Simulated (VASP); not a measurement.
Level of theory: PBEsol GGA, VASP's PBE PAW potentials (set 64) (plane waves; VASP).

VASP ran on this input.

**INCAR**
```
ALGO=Normal
EDIFF=1E-7
ENCUT=520
GGA=PS
ISIF=2
ISMEAR=0
LASPH=T
LCHARG=F
LREAL=F
LWAVE=F
NELM=100
PREC=Accurate
SIGMA=0.05
SYSTEM=LiH
```

File KPOINTS:
```
Automatic mesh
0
Gamma
11 11 11
0 0 0
```

POSCAR:
```
LiH
1
    0.0000000000     1.9473523708     1.9473523708
    1.9473523708     0.0000000000     1.9473523708
    1.9473523708     1.9473523708     0.0000000000
Li H
1 1
Direct
  0.0000000000   0.0000000000   0.0000000000
  0.5000000000   0.5000000000   0.5000000000
```

POTCAR, in this order: Li_sv H (PBE.64 set). Program: vasp_std.

Estimate the energy per atom (σ→0), pressure.

| Quantity | Value |
|---|---|
| energy per atom (σ→0) | -3.056 eV/atom |
| pressure | 2.51 GPa |

OSZICAR:
```
...
DAV:   8    -0.611169463288E+01   -0.13097E-02   -0.51957E-03   762   0.667E-01    0.391E-02
DAV:   9    -0.611166524977E+01    0.29383E-04   -0.26295E-04   972   0.955E-02    0.104E-02
DAV:  10    -0.611166373098E+01    0.15188E-05   -0.64994E-06   720   0.252E-02    0.212E-03
DAV:  11    -0.611166336517E+01    0.36581E-06   -0.33664E-07  1002   0.682E-03    0.809E-04
DAV:  12    -0.611166294654E+01    0.41862E-06   -0.12830E-08   402   0.120E-03    0.946E-04
DAV:  13    -0.611166312899E+01   -0.18245E-06   -0.15299E-08   552   0.146E-03    0.724E-05
DAV:  14    -0.611166313942E+01   -0.10433E-07   -0.67964E-10   336   0.301E-04
   1 F= -.61116631E+01 E0= -.61116631E+01  d E =-.154641E-14
```

The compound is LiH in the rock salt structure. This cell is one point of a volume scan, at 0.94 of the reference volume.
